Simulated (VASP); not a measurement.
Set up this calculation in VASP 6.6.1, as the native input.

```
Task                   : relaxation of cell and atoms
Functional             : PBE
Potentials or basis    : VASP PAW PBE potentials, release 64 (Fe)
Cutoff                 : 700 eV
k mesh                 : 20 × 20 × 20
Occupations            : gaussian, width 0.1 eV
Spin                   : collinear spin, ferromagnetic start
Starting moments       : [2.5] μB
Further INCAR settings : ALGO = Normal; EDIFF = 1e-07; IBRION = 2; EDIFFG = -0.002; NSW = 80; ISIF = 3
```

The structure of Fe lies in POSCAR:

```
Fe                                      
1.0
   -1.4160807566      1.4160807566      1.4160807566
    1.4160807566     -1.4160807566      1.4160807566
    1.4160807566      1.4160807566     -1.4160807566
  Fe            
     1
Direct
     0.0000000000000000    0.0000000000000000    0.0000000000000000
```

One way to write it, as run:

INCAR

```
  PREC = Accurate
  ENCUT = 700
  EDIFF = 1E-7
  ISMEAR = 0
  SIGMA = 0.1
  LREAL = F
  LASPH = T
  NELM = 150
  ALGO = Normal
  ISIF = 3
  LWAVE = F
  LCHARG = F
  ISPIN = 2
  MAGMOM = 2.5
  LORBIT = 11
  LMAXMIX = 4
  GGA = PE
  IBRION = 2
  NSW = 80
  EDIFFG = -0.002
```

KPOINTS

```
regular mesh
0
Gamma
  20 20 20
```

Potentials or basis: VASP PAW PBE potentials, release 64 (Fe).

Command:

```sh
$ cat potpaw_PBE.64/Fe/POTCAR > POTCAR
$ mpirun -np 1 vasp_std > vasp.out
```

Results of the run:

```json
{"Pressure after relaxing": "0.0 GPa", "Band gap on the k mesh": "none (metal or under the smearing width)", "Net moment": "2.20 μB per cell", "Site moments": "Fe +2.19 μB", "Valence electrons inside the program's atomic spheres": "Fe 7.27"}
```

Caveat: the relaxation stopped at its first step, so nothing moved.

Run time: 27 s on 1 thread of Intel(R) Xeon(R) 6975P-C (Granite Rapids), with other jobs on the host, peak memory 0.2 GiB.
